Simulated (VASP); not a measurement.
Write the native input for VASP 6.6.1 that does the following.

- Task: relaxation of cell and atoms
- Functional: PBE
- Potentials or basis: VASP PAW PBE potentials, release 64 (Na_pv, Cl)
- Cutoff: 520 eV
- k mesh: 10 × 10 × 10
- Occupations: gaussian, width 1 eV
- Spin: no spin polarisation
- Further INCAR settings: ALGO = Fast; EDIFF = 1e-07; IBRION = 2; EDIFFG = -0.002; NSW = 80; ISIF = 3

The structure of NaCl lies in POSCAR:

```
NaCl
1.0
    0.0000000000      2.8100000000      2.8100000000
    2.8100000000      0.0000000000      2.8100000000
    2.8100000000      2.8100000000      0.0000000000
Na Cl
1 1
Direct
    0.0000000000      0.0000000000      0.0000000000
    0.5000000000      0.5000000000      0.5000000000
```

The input as run:

INCAR

```
SYSTEM = NaCl
ALGO     = Fast           ! electronic algorithm
EDIFF    = 1E-7           ! SCF threshold, eV
EDIFFG   = -0.002         ! ionic threshold
ENCUT    = 520            ! plane-wave cutoff, eV
GGA      = PE             ! functional
IBRION   = 2              ! ionic algorithm
ISIF     = 3              ! what is computed and relaxed
ISMEAR   = 0              ! smearing method
LASPH    = .TRUE.         ! aspherical terms in the spheres
LCHARG   = .FALSE.        ! write CHGCAR
LREAL    = .FALSE.        ! projectors in reciprocal space
LWAVE    = .FALSE.        ! write WAVECAR
NELM     = 100            ! most SCF steps
NSW      = 80             ! ionic steps
PREC     = Accurate       ! precision mode
SIGMA    = 1.0            ! smearing width, eV
```

KPOINTS

```
k-points
0
G
  10 10 10
  0 0 0
```

Potentials or basis: VASP PAW PBE potentials, release 64 (Na_pv, Cl).

Run with:

```sh
$ cat potpaw_PBE.64/Na_pv/POTCAR potpaw_PBE.64/Cl/POTCAR > POTCAR
$ mpirun -np 1 vasp_std > vasp.out
```

It gave:

The relaxed volume is 23.05 Å³/atom and the relaxed cell is a = 4.025 Å, b = 4.025 Å, c = 4.025 Å, α = 60.00°, β = 60.00°, γ = 60.00°. The space group after relaxing (to 0.05 Å) is Fm-3m (No. 225) and the energy gained by relaxing is 2.6 meV/atom. The ionic steps are 6, the pressure after relaxing is 0.0 GPa and the band gap on the k mesh is 5.00 eV, direct.

It took 87 s on 1 thread of Intel(R) Xeon(R) Platinum 8375C CPU @ 2.90GHz (Ice Lake), on a shared host, peak memory 0.17 GiB.
